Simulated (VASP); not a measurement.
Given:

```xyz
3
Lattice="0.0000 3.0318 3.0318 3.0318 0.0000 3.0318 3.0318 3.0318 0.0000" Properties=species:S:1:pos:R:3 pbc="T T T"
Al     1.5159     1.5159     1.5159
Al     4.5476     4.5476     4.5476
Au     0.0000     0.0000     0.0000
```

These are PW91 GGA, VASP's PBE PAW potentials (set 64) (plane waves; VASP) values and carry that method's errors. Numerical set-up: 520 eV cut-off, Gaussian smearing of 0.050 eV, potentials Al Au.

**Question.** Give the energies of bands 1 to 11 at the high-symmetry points, in eV from the Fermi level.

**Answer.** 
```
band       Γ      X      U      L      W
----  ------  -----  -----  -----  -----
1     -10.29  -7.12  -7.21  -8.30  -6.87
2      -6.43  -6.88  -6.64  -6.30  -6.87
3      -6.43  -6.11  -6.39  -6.19  -6.13
4      -6.43  -5.66  -5.76  -6.19  -6.07
5      -5.50  -5.66  -5.43  -5.39  -5.66
6      -5.50  -5.21  -5.41  -5.39  -5.08
7       2.01  -4.90  -4.52  -5.33  -3.94
8       2.97  -2.01  -3.31   0.40  -3.94
9       2.97  -2.01  -1.29   0.40  -2.11
10      2.97   1.11   1.77   3.25   4.03
11      3.81   2.13   4.33   3.38   4.03
```

It has no gap at this level: it comes out as a metal or semimetal.

The compound is AuAl2 in the fluorite structure. It was relaxed first. The electron count is odd and the run is not spin-polarised, which forces a metal.
